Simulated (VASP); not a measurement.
The input files of a VASP run:

### POSCAR
```
SnSe2
1
    1.9431000000    -3.3655480000     0.0000000000
    1.9431000000     3.3655480000     0.0000000000
    0.0000000000     0.0000000000     6.2628000000
Sn Se
1 2
Direct
  0.0000000000   0.0000000000   0.0000000000
  0.3333330000   0.6666670000   0.2500000000
  0.6666670000   0.3333330000   0.7500000000
```

File KPOINTS:
```
Automatic mesh
0
gamma
 6 6 3
```

### INCAR
```
ALGO=Normal
EDIFF=1E-6
ENCUT=520
GGA=PE
ISIF=2
ISMEAR=0
LASPH=.TRUE.
LCHARG=.FALSE.
LMAXMIX=4
LREAL=.FALSE.
LWAVE=.FALSE.
NELM=100
PREC=Accurate
SIGMA=0.05
SYSTEM=SnSe2
```

POTCAR, in this order: Sn_d Se (PBE.64 set). Program: vasp_std.

Question: Write an equivalent input for Ansatz.

Answer: One equivalent input (not run):
Ansatz 0.2 input:
```yaml
crystal:
  lattice:
    - [1.9431000, -3.3655480, 0.0000000]
    - [1.9431000, 3.3655480, 0.0000000]
    - [0.0000000, 0.0000000, 6.2628000]
  atoms:
    - { symbol: Sn, position: [0.0000000, 0.0000000, 0.0000000] }
    - { symbol: Se, position: [0.3333330, 0.6666670, 0.2500000] }
    - { symbol: Se, position: [0.6666670, 0.3333330, 0.7500000] }
kpoints:
  mp_grid: { grid: [6, 6, 3] }
hamiltonian:
  xc: pbe
  pseudopotentials: { kind: paw }
scf:
  occupations: { method: gaussian, width: 0.05 }
  max_iter: 100
output: { forces: true, stress: true, eigenvalues: true }
```
Limits of the translation: each code has its own PAW files, so the cut-off isn't converted (ENCUT is set for VASP's; basis.ecutwfc is left out, and Ansatz then takes the one that its files recommend); Ansatz stops its SCF on the density residual and VASP on the energy change (EDIFF).

The compound is SnSe2 in the 1T layered structure. The cell was not relaxed at this level. The run is one of a series of settings (ENCUT = 520 against the base run), some of them coarse on purpose.
